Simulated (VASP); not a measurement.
Crystal: Mo.

```
Mo
1.0
    -1.58381    1.58381    1.58381
     1.58381   -1.58381    1.58381
     1.58381    1.58381   -1.58381
Mo
1
Direct
  0.00000 0.00000 0.00000
```

- Program: VASP 6.6.1
- Task: relaxation of cell and atoms
- Functional: PBEsol
- Potentials or basis: VASP PAW PBE potentials, release 64 (Mo)
- Cutoff: 580 eV
- k mesh: 18 × 18 × 18
- Occupations: gaussian, width 0.1 eV
- Spin: no spin polarisation

At the start: pressure -11.8 GPa; volume 15.89 Å³/atom.

Task: How do energy, volume and symmetry change on relaxing?

Result: Over 7 steps the energy falls by 26.4 meV/atom and the volume is 15.20 Å³/atom (-4.3 %); space group Im-3m (No. 229, to 0.05 Å).

The path:
| step | energy change (eV) | largest force (eV/Å) | pressure (GPa) | volume (Å³) |
| --- | --- | --- | --- | --- |
| 1 | 0.0000 | 0.0000 | -11.76 | 15.89 |
| 2 | 0.2299 | 0.0000 | 49.87 | 13.36 |
| 3 | -0.0263 | 0.0000 | -0.68 | 15.24 |
| 4 | -0.0264 | 0.0000 | -0.11 | 15.21 |
| 5 | -0.0264 | 0.0000 | 0.16 | 15.19 |
| 6 | -0.0264 | 0.0000 | -0.38 | 15.22 |
| 7 | -0.0264 | 0.0000 | 0.01 | 15.20 |

Final structure:
```
Mo
1.0
    -1.56053    1.56053    1.56053
     1.56053   -1.56053    1.56053
     1.56053    1.56053   -1.56053
Mo
1
Cartesian
  0.0000 0.0000 0.0000
```

Caveat: the PAW data sets were made with another functional, which shifts forces and pressure a little.
